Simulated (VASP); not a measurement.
Given:

```xyz
3
Lattice="0.0000 2.9471 2.9471 2.9471 0.0000 2.9471 2.9471 2.9471 0.0000" Properties=species:S:1:pos:R:3 pbc="T T T"
Al     1.4736     1.4736     1.4736
Al     4.4207     4.4207     4.4207
Pt     0.0000     0.0000     0.0000
```

All values below come from PBEsol GGA, VASP's PBE PAW potentials (set 64) (plane waves; VASP 6.6.1). Run with 500 eV cut-off, 9×9×9 Γ-centred mesh, first-order Methfessel-Paxton smearing of 0.10 eV, potentials Al Pt.

Energy and stress use the plane-wave basis of the starting cell.

Task: The ions, cell shape and volume at an external pressure of 5.0 GPa are relaxed. Give the cell that the relaxation ends in.

Result: 
```xyz
3
Lattice="0.0000 2.9152 2.9152 2.9152 0.0000 2.9152 2.9152 2.9152 0.0000" Properties=species:S:1:pos:R:3 pbc="T T T"
Al     1.4576     1.4576     1.4576
Al     4.3728     4.3728     4.3728
Pt     0.0000     0.0000     0.0000
```
Space group Fm-3m (225), at a tolerance of 0.03 Å.

Task: How do energy and volume change from the first to the last step?

Result: The energy (σ→0) changes by +8.3 meV/atom and the volume by -3.2 %, in 3 ionic steps.

The compound is PtAl2 in the fluorite structure. This run relaxes it under an external pressure of 5 GPa. Symmetry was kept, so distortions that lower it aren't found.
